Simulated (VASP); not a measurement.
# WAu (F-43m) in VASP: reference runs

Aim: a first look at WAu with PBE, on the cell as given.

Program: VASP 6.6.1. These are calculated values, not measurements. Logs are shortened: lines on timing, memory, paths and dates and some standing lists are left out, and cuts for length are marked.

## 1. Starting point

Symmetry: F-43m, No. 216, cubic system. The conventional cell has a = 5.496 Å, b = 5.496 Å, c = 5.496 Å, α = 90.00°, β = 90.00°, γ = 90.00°. Around W (site symmetry -43m) lie 4 Au at 2.38 Å. Around Au (site symmetry -43m) lie 4 W at 2.38 Å.

The cell was built by a generator and needn't be a form met in nature.

## 2. Single point, PBE

The input, INCAR:

```
SYSTEM = WAu
PREC     = Accurate       ! precision mode
ENCUT    = 520            ! plane-wave cutoff, eV
EDIFF    = 1E-7           ! SCF threshold, eV
ISMEAR   = -1             ! smearing method
SIGMA    = 0.05           ! smearing width, eV
LREAL    = .FALSE.        ! projectors in reciprocal space
LASPH    = .TRUE.         ! aspherical terms in the spheres
NELM     = 80             ! most SCF steps
ALGO     = Normal         ! electronic algorithm
ISIF     = 2              ! what is computed and relaxed
LWAVE    = .FALSE.        ! write WAVECAR
LCHARG   = .FALSE.        ! write CHGCAR
GGA      = PE             ! functional
NBANDS   = 20             ! bands
```

The input, KPOINTS:

```
regular mesh
0
G
  8 8 8
  0 0 0
```

The input, POSCAR:

```
WAu
1.0
    0.0000000000      2.7479792600      2.7479792600
    2.7479792600      0.0000000000      2.7479792600
    2.7479792600      2.7479792600      0.0000000000
W Au
1 1
Direct
    0.0000000000      0.0000000000      0.0000000000
    0.7500000000      0.7500000000      0.7500000000
```

Potentials or basis: VASP PAW PBE potentials, release 64 (W_sv, Au).

On the command line:

```sh
> cat potpaw_PBE.64/W_sv/POTCAR potpaw_PBE.64/Au/POTCAR > POTCAR
> mpirun -np 1 vasp_std > vasp.out
```

OUTCAR:

```text
SYSTEM = WAu
   PREC = Accurate
   ENCUT = 520
   EDIFF = 1E-7
   ISMEAR = -1
   LREAL = .FALSE.
   LASPH = .TRUE.
   NELM = 80
   ISIF = 2
   GGA = PE

 ion  position               nearest neighbor table
   1  0.000  0.000  0.000-   2 2.38   2 2.38   2 2.38   2 2.38
   2  0.750  0.750  0.750-   1 2.38   1 2.38   1 2.38   1 2.38

  LATTYP: Found a face centered cubic cell.
 ALAT       =     5.4959585200

  Lattice vectors:

 A1 = (   0.0000000000,   2.7479792600,   2.7479792600)
 A2 = (   2.7479792600,   0.0000000000,   2.7479792600)
 A3 = (   2.7479792600,   2.7479792600,   0.0000000000)

Analysis of symmetry for initial positions (statically):
=====================================================================
 Subroutine PRICEL returns:
 Original cell was already a primitive cell.

 Routine SETGRP: Setting up the symmetry group for a
 face centered cubic supercell.

 Subroutine GETGRP returns: Found 24 space group operations
 (whereof 24 operations were pure point group operations)
 out of a pool of 48 trial point group operations.

The static configuration has the point symmetry T_d .

Analysis of symmetry for dynamics (positions and initial velocities):
=====================================================================
 Subroutine PRICEL returns:
 Original cell was already a primitive cell.

 Routine SETGRP: Setting up the symmetry group for a
 face centered cubic supercell.

 Subroutine GETGRP returns: Found 24 space group operations
 (whereof 24 operations were pure point group operations)
 out of a pool of 48 trial point group operations.

The dynamic configuration has the point symmetry T_d .

 Subroutine INISYM returns: Found 24 space group operations
 (whereof 24 operations are pure point group operations),
 and found     1 'primitive' translations

----------------------------------------------------------------------------------------

                                     Primitive cell

  volume of cell :      41.5021

  direct lattice vectors                    reciprocal lattice vectors
     0.000000000  2.747979260  2.747979260    -0.181951883  0.181951883  0.181951883
     2.747979260  0.000000000  2.747979260     0.181951883 -0.181951883  0.181951883
     2.747979260  2.747979260  0.000000000     0.181951883  0.181951883 -0.181951883

  length of vectors
     3.886229539  3.886229539  3.886229539     0.315149905  0.315149905  0.315149905

  position of ions in fractional coordinates (direct lattice)
     0.000000000  0.000000000  0.000000000
     0.750000000  0.750000000  0.750000000

  ion indices of the primitive-cell ions
   primitive index   ion index
                 1           1
                 2           2

----------------------------------------------------------------------------------------

 KPOINTS: regular mesh

Automatic generation of k-mesh.
 Grid dimensions read from file:
 generate k-points for:    8    8    8

 Generating k-lattice:

  Cartesian coordinates                     Fractional coordinates (reciprocal lattice)
    -0.022743985  0.022743985  0.022743985     0.125000000  0.000000000  0.000000000
     0.022743985 -0.022743985  0.022743985     0.000000000  0.125000000  0.000000000
     0.022743985  0.022743985 -0.022743985     0.000000000  0.000000000  0.125000000

  Length of vectors
     0.039393738  0.039393738  0.039393738

  Shift w.r.t. Gamma in fractional coordinates (k-lattice)
     0.000000000  0.000000000  0.000000000

 Subroutine IBZKPT returns following result:
 ===========================================

 Found     29 irreducible k-points:

 Following reciprocal coordinates:
            Coordinates               Weight
  0.000000  0.000000  0.000000      1.000000
  0.125000  0.000000  0.000000      8.000000
  0.250000  0.000000  0.000000      8.000000
  0.375000  0.000000  0.000000      8.000000
  0.500000  0.000000  0.000000      4.000000
  0.125000  0.125000  0.000000      6.000000
[... 16 lines left out ...]
  0.500000  0.250000  0.125000     48.000000
 -0.375000  0.250000  0.125000     24.000000
 [... further k-points ...]
   k-points           NKPTS =     29   k-points in BZ     NKDIM =     29   number of bands    NBANDS=     20
   number of dos      NEDOS =    301   number of ions     NIONS =      2
   total plane-waves  NPLWV =  27000
   dimension x,y,z NGX =    30 NGY =   30 NGZ =   30
   dimension x,y,z NGXF=    60 NGYF=   60 NGZF=   60
   ions per type =               1   1
   NGX,Y,Z   is equivalent  to a cutoff of  12.83, 12.83, 12.83 a.u.
   NGXF,Y,Z  is equivalent  to a cutoff of  25.67, 25.67, 25.67 a.u.
 SYSTEM =  WAu
   PREC   = accura    normal or accurate (medium, high low for compatibility)
   ISTART =      0    job   : 0-new  1-cont  2-samecut
   ICHARG =      2    charge: 1-file 2-atom 10-const
   ISPIN  =      1    spin polarized calculation?
   LNONCOLLINEAR =      F non collinear calculations
   LSORBIT =      F    spin-orbit coupling
   LASPH  =      T    aspherical Exc in radial PAW
   ENCUT  =  520.0 eV  38.22 Ry    6.18 a.u.   7.23  7.23  7.23*2*pi/ulx,y,z
   NELM   =     80;   NELMIN=  2; NELMDL= -5     # of ELM steps
   EDIFF  = 0.1E-06   stopping-criterion for ELM
   LREAL  =      F    real-space projection
   EDIFFG = 0.1E-05   stopping-criterion for IOM
   NSW    =      0    number of steps for IOM
   IBRION =     -1    ionic relax: 0-MD 1-quasi-New 2-CG
   NFREE  =      0    steps in history (QN), initial steepest desc. (CG)
   ISIF   =      2    stress and relaxation
   ISYM   =      2    0-nonsym 1-usesym 2-fastsym
   POTIM  = 0.5000    time-step for ionic-motion
   TEBEG  =    0.0;   TEEND  =   0.0 temperature during run
   PSTRESS=    0.0 pullay stress
   NELECT =      25.0000    total number of electrons
   NUPDOWN=      -1.0000    fix difference up-down
   EMIN   =  10.00;   EMAX   =-10.00  energy-range for DOS
   EFERMI =   0.00;   METHOD = LEGACY
   ISMEAR =    -1;   SIGMA  =   0.05  broadening in eV -4-tet -1-fermi 0-gaus
   EFERMI_NEDOS =   21; number of points for ismear=-14 and -15
   IALGO  =     38    algorithm
   IMIX   =      4    mixing-type and parameters
     AMIX     =   0.40;   BMIX     =  1.00
     AMIX_MAG =   1.60;   BMIX_MAG =  1.00
  volume/ion in A,a.u.               =      20.75       140.04
  Fermi-wavevector in a.u.,A,eV,Ry     =   1.382605  2.612744 26.008842  1.911596
  Thomas-Fermi vector in A             =   2.507280
   LORBIT       =      0    0 simple, 1 ext, 2 COOP (PROOUT), +10 PAW based schemes
   GGA     = PE    functional components
   LHFCALC =     F    Hartree Fock is set to
   AEXX    =    0.0000 exact exchange contribution
   IVDW    =     0    specifies the selected vdW correction
   LEPSILON=     F    determine dielectric tensor
   LRPA    =     F    only Hartree local field effects (RPA)
 non-spin polarized calculation
  energy-cutoff  :      520.00
  volume of cell :       41.50
 maximum number of plane-waves:      1139
 NGX is ok and might be reduce to    30
   NGX = 15   NGY = 15   NGZ = 15

 number of electron      25.0000000 magnetization

 Free energy of the ion-electron system (eV)
  ---------------------------------------------------
  ext. energy  EPLUGINS =         0.00000000
  ---------------------------------------------------
  free energy    TOTEN  =       -11.64331393 eV

  energy without entropy =      -11.62703428  energy(sigma->0) =      -11.63517411

 E-fermi :   7.6052     XC(G=0): -11.5418

 val. band max:        7.5707026577   @ k =  -0.3750   0.2500   0.1250
 cond. band min:       7.6633728051   @ k =   0.3750   0.2500   0.0000
 fundamental gap:      0.0926701474
 Fermi energy:         7.6051679213

 k-point     1 :       0.0000    0.0000    0.0000
  band No.  band energies     occupation
      1     -66.4358      2.00000
      2     -30.7430      2.00000
      3     -30.7430      2.00000
      4     -30.7430      2.00000
      5      -0.8951      2.00000
      6       0.9328      2.00000
[... 12 lines left out ...]
     19      19.3828      0.00000
     20      19.4529      0.00000

 k-point     2 :       0.1250    0.0000    0.0000
  band No.  band energies     occupation
      1     -66.4353      2.00000
      2     -30.7468      2.00000
      3     -30.7424      2.00000
      4     -30.7424      2.00000
      5      -0.6152      2.00000
      6       0.8403      2.00000
[... 12 lines left out ...]
     19      19.4931      0.00000
     20      19.6484      0.00000

 k-point     3 :       0.2500    0.0000    0.0000
  band No.  band energies     occupation
      1     -66.4342      2.00000
      2     -30.7561      2.00000
      3     -30.7410      2.00000
      4     -30.7410      2.00000
      5       0.0773      2.00000
      6       0.7948      2.00000
[... 12 lines left out ...]
     19      18.4763      0.00000
     20      20.3408      0.00000

 k-point     4 :       0.3750    0.0000    0.0000
  band No.  band energies     occupation
      1     -66.4332      2.00000
      2     -30.7652      2.00000
      3     -30.7396      2.00000
      4     -30.7396      2.00000
      5       0.5198      2.00000
      6       0.9073      2.00000
[... 12 lines left out ...]
     19      17.1896      0.00000
     20      21.6037      0.00000

 k-point     5 :       0.5000    0.0000    0.0000
  band No.  band energies     occupation
      1     -66.4327      2.00000
      2     -30.7690      2.00000
      3     -30.7390      2.00000
      4     -30.7390      2.00000
      5       0.5570      2.00000
      6       1.1030      2.00000
[... 12 lines left out ...]
     19      16.6849      0.00000
     20      22.0789      0.00000
[... 353 lines left out ...]
      6       0.6346      2.00000
[... 12 lines left out ...]
     19      18.0284      0.00000
     20      19.0035      0.00000

 k-point    22 :       0.3750    0.2500    0.1250
  band No.  band energies     occupation
      1     -66.4334      2.00000
      2     -30.7618      2.00000
      3     -30.7415      2.00000
      4     -30.7396      2.00000
      5       0.4071      2.00000
      6       0.6663      2.00000
[... 12 lines left out ...]
     19      18.2348      0.00000
     20      19.4310      0.00000

 k-point    23 :       0.5000    0.2500    0.1250
  band No.  band energies     occupation
      1     -66.4326      2.00000
      2     -30.7658      2.00000
      3     -30.7437      2.00000
      4     -30.7383      2.00000
      5       0.4960      2.00000
      6       0.6471      2.00000
[... 12 lines left out ...]
     19      18.2218      0.00000
     20      20.9013      0.00000

 k-point    24 :      -0.3750    0.2500    0.1250
  band No.  band energies     occupation
      1     -66.4322      2.00000
      2     -30.7670      2.00000
      3     -30.7451      2.00000
      4     -30.7377      2.00000
      5       0.4743      2.00000
      6       0.6812      2.00000
[... 12 lines left out ...]
     19      18.1647      0.00000
     20      22.0255      0.00000

 [... further k-points ...]

------------------------ aborting loop because EDIFF is reached ----------------------------------------

  FORCE on cell =-STRESS in cart. coord.  units (eV):
  Direction    XX          YY          ZZ          XY          YZ          ZX
  --------------------------------------------------------------------------------------
  -------------------------------------------------------------------------------------
  Total        8.5750721      8.5750721      8.5750721      0.0000000     -0.0000000      0.0000000
  in kB      331.0381271    331.0381271    331.0381271      0.0000000     -0.0000000      0.0000000
  external PRESSURE =     331.0381271 kB  Pullay stress =       0.0000000 kB

 VOLUME and BASIS-vectors are now :
 -----------------------------------------------------------------------------
  energy-cutoff  :      520.00
  volume of cell :       41.50
      direct lattice vectors                 reciprocal lattice vectors
     0.000000000  2.747979260  2.747979260    -0.181951883  0.181951883  0.181951883
     2.747979260  0.000000000  2.747979260     0.181951883 -0.181951883  0.181951883
     2.747979260  2.747979260  0.000000000     0.181951883  0.181951883 -0.181951883

 POSITION                                       TOTAL-FORCE (eV/Angst)
 -----------------------------------------------------------------------------------
      0.00000      0.00000      0.00000        -0.000000     -0.000000     -0.000000
      4.12197      4.12197      4.12197         0.000000      0.000000      0.000000
 -----------------------------------------------------------------------------------
    total drift:                                0.000001      0.000001      0.000001

  FREE ENERGIE OF THE ION-ELECTRON SYSTEM (eV)
  ---------------------------------------------------
  free  energy   TOTEN  =       -11.6433139294 eV

  energy  without entropy=      -11.6270342842  energy(sigma->0) =      -11.63517411
```

Wall time 28 s (1 thread of Intel Xeon Platinum 8259CL at 2.50GHz (Skylake/Cascade Lake), shared host); peak memory 0.18 GiB.

What came out:

```
Free energy            : -11.6433 eV
Pressure               : 33.1 GPa
Band gap on the k mesh : none (metal or under the smearing width)
```

Levels at points of the mesh, in eV from the Fermi level:
| k point | band 11 | band 12 | band 13 | band 14 | band 15 | band 16 |
| --- | --- | --- | --- | --- | --- | --- |
| (0.00, 0.00, 0.00) | -0.86 | -0.86 | -0.86 | 2.13 | 2.13 | 9.20 |
| (0.50, 0.00, 0.00) | -2.21 | -0.21 | -0.21 | 1.82 | 1.82 | 2.61 |
| (0.50, 0.50, 0.00) | -3.20 | 0.38 | 1.48 | 1.98 | 1.98 | 3.67 |

Caveat: a pressure of tens of GPa on the cell as given is suspect, and the run, the potentials or the cell itself is likely at fault. Spin-orbit coupling is left out, which matters for the levels of Au, W.
